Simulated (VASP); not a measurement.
A run of VASP 6.6.1:

INCAR

```
SYSTEM = TiC
PREC     = Accurate       ! precision mode
ENCUT    = 600            ! plane-wave cutoff, eV
EDIFF    = 1E-6           ! SCF threshold, eV
ISMEAR   = 1              ! smearing method
SIGMA    = 0.1            ! smearing width, eV
LREAL    = .FALSE.        ! projectors in reciprocal space
LASPH    = .TRUE.         ! aspherical terms in the spheres
NELM     = 120            ! most SCF steps
ALGO     = Normal         ! electronic algorithm
ISIF     = 3              ! what is computed and relaxed
LWAVE    = .FALSE.        ! write WAVECAR
LCHARG   = .FALSE.        ! write CHGCAR
GGA      = PE             ! functional
IBRION   = 2              ! ionic algorithm
NSW      = 60             ! ionic steps
EDIFFG   = -0.005         ! ionic threshold
```

Contents of KPOINTS:

```
regular mesh
0
G
  16 16 16
  0 0 0
```

Contents of POSCAR:

```
TiC
1.0
    0.0000000000      2.1500000000      2.1500000000
    2.1500000000      0.0000000000      2.1500000000
    2.1500000000      2.1500000000      0.0000000000
Ti C
1 1
Direct
    0.0000000000      0.0000000000      0.0000000000
    0.5000000000      0.5000000000      0.5000000000
```

Potentials or basis: VASP PAW PBE potentials, release 64 (Ti_sv, C).

The run is started by

```bash
$ cat potpaw_PBE.64/Ti_sv/POTCAR potpaw_PBE.64/C/POTCAR > POTCAR
$ mpirun -np 1 vasp_std > vasp.out
```

Hardware: 1 thread of AMD EPYC 7R13 Processor (Zen 3) (shared host).

Task: How long does it take, and how much memory?

Result: It took 100 s on 1 thread of AMD EPYC 7R13 Processor (Zen 3), on a shared host, peak memory 0.15 GiB. Counts: scf iterations 34, k points 145, ion steps 3.
